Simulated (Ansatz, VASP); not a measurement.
**Te3PbC: VASP beside Ansatz**

INCAR

```
SYSTEM = Te3PbC
PREC = Accurate
ENCUT = 520
EDIFF = 1E-6
ISMEAR = 0
SIGMA = 0.05
LREAL = .False.
LASPH = .True.
NELM = 100
ALGO = Fast
ISIF = 2
LWAVE = .False.
LCHARG = .False.
GGA = PE
NBANDS = 26
```

KPOINTS

```
regular mesh
0
Gamma
  4 4 4
  0 0 0
```

The input POSCAR:

```
Te3PbC
1.0
    5.0041250615      0.0000000000      0.0000000000
    0.0000000000      5.0041250615      0.0000000000
    0.0000000000      0.0000000000      5.0041250615
Pb C Te
1 1 3
Direct
    0.0000000000      0.0000000000      0.0000000000
    0.5000000000      0.5000000000      0.5000000000
    0.5000000000      0.5000000000      0.0000000000
    0.5000000000      0.0000000000      0.5000000000
    0.0000000000      0.5000000000      0.5000000000
```

Input for Ansatz:

```yaml
crystal:
  lattice:
    - [5.0041250615, 0.0, 0.0]
    - [0.0, 5.0041250615, 0.0]
    - [0.0, 0.0, 5.0041250615]
  atoms:
    - { symbol: Pb, position: [0.0, 0.0, 0.0] }
    - { symbol: C, position: [0.5, 0.5, 0.5] }
    - { symbol: Te, position: [0.5, 0.5, 0.0] }
    - { symbol: Te, position: [0.5, 0.0, 0.5] }
    - { symbol: Te, position: [0.0, 0.5, 0.5] }
basis:
  ecutwfc: 420
kpoints:
  mp_grid: { grid: [4, 4, 4] }
hamiltonian:
  xc: pbe
scf:
  occupations: { method: gaussian, width: 0.05 }
output:
  forces: true
  stress: true
  eigenvalues: true
```

The cell comes from a database or a generator and needn't be the stable form of this composition.

Alike in both runs: task single point; functional PBE; k mesh 4 × 4 × 4; occupations gaussian, width 0.05 eV; no spin polarisation.

|  | VASP | Ansatz |
| --- | --- | --- |
| version | VASP 6.6.1 | Ansatz 0.2.0 |
| potentials or method | VASP PAW PBE potentials, release 64 (Pb_d, C, Te) | scalar-relativistic, plane waves, PAW |
| plane-wave cutoff (eV) | 520 | 420 |
| valence electrons in the cell | 36 | 66 |

```tsv
	VASP	Ansatz	Ansatz less VASP
gap on the k mesh at the Fermi level (eV)	none	none	-
pressure (GPa)	-0.7	-0.6	+0.10
```

A gap of «none» marks a metal or a gap that the smearing closes. With one functional, cell and mesh, what is left measures potentials, basis and numerics. The two sets of potentials don't hold the same shells in valence.

The runs have no spin-orbit coupling, so splittings on Pb, Te are missing.
